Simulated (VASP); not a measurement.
Input:

```yaml
crystal:
  lattice:
    - [4.86832, -8.43217, 0.00000]
    - [4.86832, 8.43217, 0.00000]
    - [0.00000, 0.00000, 10.55628]
  atoms:
    - { symbol: Ga, position: [0.22293, 0.11083, 0.24976] }
    - { symbol: Ga, position: [0.11054, 0.22178, 0.99984] }
    - { symbol: Ga, position: [0.22270, 0.11139, 0.74919] }
    - { symbol: Ga, position: [0.11113, 0.22405, 0.49892] }
    - { symbol: Ga, position: [0.22043, 0.44329, 0.24830] }
    - { symbol: Ga, position: [0.11062, 0.55536, 0.99995] }
    - { symbol: Ga, position: [0.22401, 0.44526, 0.75216] }
    - { symbol: Ga, position: [0.11115, 0.55342, 0.49904] }
    - { symbol: Ga, position: [0.22284, 0.77855, 0.24985] }
    - { symbol: Ga, position: [0.11061, 0.88862, 0.99955] }
    - { symbol: Ga, position: [0.22266, 0.77782, 0.74916] }
    - { symbol: Ga, position: [0.10992, 0.88822, 0.50023] }
    - { symbol: Ga, position: [0.55469, 0.11041, 0.25014] }
    - { symbol: Ga, position: [0.44431, 0.22191, 0.99951] }
    - { symbol: Ga, position: [0.55514, 0.11078, 0.74996] }
    - { symbol: Ga, position: [0.44682, 0.22342, 0.50025] }
    - { symbol: Ga, position: [0.55643, 0.44251, 0.25105] }
    - { symbol: Ga, position: [0.44425, 0.55535, 0.00057] }
    - { symbol: Ga, position: [0.55396, 0.44521, 0.75054] }
    - { symbol: Ga, position: [0.55619, 0.78002, 0.25105] }
    - { symbol: Ga, position: [0.44415, 0.88878, 0.99951] }
    - { symbol: Ga, position: [0.55400, 0.77518, 0.75061] }
    - { symbol: Ga, position: [0.44680, 0.88973, 0.50028] }
    - { symbol: Ga, position: [0.88718, 0.10990, 0.24985] }
    - { symbol: Ga, position: [0.77750, 0.22203, 0.99953] }
    - { symbol: Ga, position: [0.88834, 0.11079, 0.74920] }
    - { symbol: Ga, position: [0.77656, 0.22156, 0.49982] }
    - { symbol: Ga, position: [0.88734, 0.44363, 0.24993] }
    - { symbol: Ga, position: [0.77783, 0.55570, 0.99956] }
    - { symbol: Ga, position: [0.88830, 0.44394, 0.74935] }
    - { symbol: Ga, position: [0.77651, 0.55399, 0.49973] }
    - { symbol: Ga, position: [0.88843, 0.77740, 0.25022] }
    - { symbol: Ga, position: [0.77778, 0.88863, 0.99956] }
    - { symbol: Ga, position: [0.88829, 0.77740, 0.74950] }
    - { symbol: Ga, position: [0.77637, 0.88880, 0.49974] }
    - { symbol: N, position: [0.22266, 0.11295, 0.43836] }
    - { symbol: N, position: [0.11052, 0.22191, 0.18991] }
    - { symbol: N, position: [0.22139, 0.11113, 0.93800] }
    - { symbol: N, position: [0.11166, 0.22377, 0.68694] }
    - { symbol: N, position: [0.11067, 0.55506, 0.19002] }
    - { symbol: N, position: [0.22108, 0.44378, 0.94085] }
    - { symbol: N, position: [0.11161, 0.55439, 0.68701] }
    - { symbol: N, position: [0.22263, 0.77611, 0.43848] }
    - { symbol: N, position: [0.11090, 0.88870, 0.18834] }
    - { symbol: N, position: [0.22125, 0.77674, 0.93791] }
    - { symbol: N, position: [0.11101, 0.88882, 0.68809] }
    - { symbol: N, position: [0.55488, 0.11064, 0.43832] }
    - { symbol: N, position: [0.44371, 0.22105, 0.18736] }
    - { symbol: N, position: [0.55551, 0.11097, 0.93806] }
    - { symbol: N, position: [0.44444, 0.22215, 0.68890] }
    - { symbol: N, position: [0.55827, 0.43972, 0.43623] }
    - { symbol: N, position: [0.44300, 0.55455, 0.19212] }
    - { symbol: N, position: [0.55543, 0.44435, 0.93991] }
    - { symbol: N, position: [0.44245, 0.55445, 0.69350] }
    - { symbol: N, position: [0.55811, 0.78476, 0.43617] }
    - { symbol: N, position: [0.44357, 0.88885, 0.18735] }
    - { symbol: N, position: [0.55538, 0.77753, 0.93998] }
    - { symbol: N, position: [0.44448, 0.88872, 0.68891] }
    - { symbol: N, position: [0.89088, 0.11358, 0.43810] }
    - { symbol: N, position: [0.77721, 0.22176, 0.18813] }
    - { symbol: N, position: [0.88933, 0.11132, 0.93796] }
    - { symbol: N, position: [0.77745, 0.22199, 0.68803] }
    - { symbol: N, position: [0.89097, 0.44371, 0.43815] }
    - { symbol: N, position: [0.77828, 0.55581, 0.18765] }
    - { symbol: N, position: [0.88939, 0.44457, 0.93804] }
    - { symbol: N, position: [0.77738, 0.55505, 0.68840] }
    - { symbol: N, position: [0.88849, 0.77747, 0.43857] }
    - { symbol: N, position: [0.77808, 0.88870, 0.18765] }
    - { symbol: N, position: [0.88883, 0.77771, 0.93779] }
    - { symbol: N, position: [0.77730, 0.88872, 0.68836] }
    - { symbol: Mg, position: [0.45024, 0.55829, 0.50024] }
```

These are HSE06 screened hybrid, VASP's PBE PAW potentials (set 64) (plane waves; VASP 6.6.1) values and carry that method's errors. Settings: PREC = Normal, LREAL = Auto, ISYM = 0, EDIFF = 1E-5, 400 eV cut-off, 1×1×1 Γ-centred mesh, Gaussian smearing of 0.050 eV, potentials Ga N Mg.

The supercell is sampled at Γ alone, which is coarse: total energies, pressure and levels can be off, energies of defects by several tenths of an eV.

Q: Predict the energy per atom (σ→0).

A: 
```
Quantity                        Value
---------------------  --------------
energy per atom (σ→0)  -7.244 eV/atom
```

Total energies compare only between runs with the same potentials, cut-off and functional.

The cell is a supercell with a defect, built from GaN (wurtzite): Mg_Ga-vac_N. The cell's shape comes from a PBE relaxation. The run is not spin-polarised, so no state with unpaired spins was tried.
